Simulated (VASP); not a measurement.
An input for Ansatz (written as the equivalent of a VASP run, and not itself run):

Ansatz 0.2 input:
```yaml
crystal:
  lattice:
    - [3.4585300, -5.9823600, 0.0000000]
    - [3.4585300, 5.9823600, 0.0000000]
    - [-2.2769200, 0.0000000, 6.1762760]
  atoms:
    - { symbol: Y, position: [0.1677530, 0.8323180, 0.0154990] }
    - { symbol: Y, position: [0.8282210, 0.1618350, 0.0013920] }
    - { symbol: Cl, position: [0.9517820, 0.5879240, 0.2351260] }
    - { symbol: Cl, position: [0.0619370, 0.4164650, 0.7718650] }
    - { symbol: Cl, position: [0.4155780, 0.0601750, 0.7621150] }
    - { symbol: Cl, position: [0.5782840, 0.9461110, 0.2477480] }
    - { symbol: Cl, position: [0.7931210, 0.7821940, 0.7366970] }
    - { symbol: Cl, position: [0.2033240, 0.2129780, 0.2295580] }
kpoints:
  mp_grid: { grid: [3, 3, 3] }
hamiltonian:
  xc: lda
  pseudopotentials: { kind: paw }
scf:
  occupations: { method: fermi_dirac, width: 0.02 }
  max_iter: 100
relax:
  max_steps: 50
  f_tol: 0.01
  cell: {}
output: { forces: true, stress: true, eigenvalues: true }
```

**Question.** Translate this input to VASP (INCAR, KPOINTS, POSCAR, choice of POTCAR).

**Answer.** This is not unique; one that fits is 
INCAR:
```
SYSTEM = YCl3
PREC = Accurate
ENCUT = 300
EDIFF = 1E-6
NELM = 100
ALGO = Normal
LREAL = .FALSE.
LASPH = .TRUE.
ISMEAR = -1
SIGMA = 0.02
LMAXMIX = 4
LWAVE = .FALSE.
LCHARG = .FALSE.
ISIF = 3
IBRION = 2
NSW = 50
EDIFFG = -0.01
```

### POSCAR
```
YCl3
1
    3.4585300000    -5.9823600000     0.0000000000
    3.4585300000     5.9823600000     0.0000000000
   -2.2769200000     0.0000000000     6.1762760000
Y Cl
2 6
Direct
  0.1677530000   0.8323180000   0.0154990000
  0.8282210000   0.1618350000   0.0013920000
  0.9517820000   0.5879240000   0.2351260000
  0.0619370000   0.4164650000   0.7718650000
  0.4155780000   0.0601750000   0.7621150000
  0.5782840000   0.9461110000   0.2477480000
  0.7931210000   0.7821940000   0.7366970000
  0.2033240000   0.2129780000   0.2295580000
```

### KPOINTS
```
Automatic mesh
0
Gamma
3 3 3
0 0 0
```

POTCAR, in this order: Y_sv Cl (LDA.64 set). Program: vasp_std.

Limits of the translation: each code has its own PAW files, so the cut-off isn't converted (ENCUT is set for VASP's; basis.ecutwfc is left out, and Ansatz then takes the one that its files recommend); Ansatz stops its SCF on the density residual and VASP on the energy change (EDIFF); Ansatz's lda is the Perdew-Wang form, while the LDA potentials of VASP carry Perdew-Zunger's.

The structure comes from a computed database's YCl3 entry; how it stands against other phases isn't given here. In the starting cell atoms are displaced from their ideal sites. This run relaxes it. The run is one of a series of settings (EDIFFG = -0.01, IBRION = 2, ISIF = 3, NSW = 50 against the base run), some of them coarse on purpose.
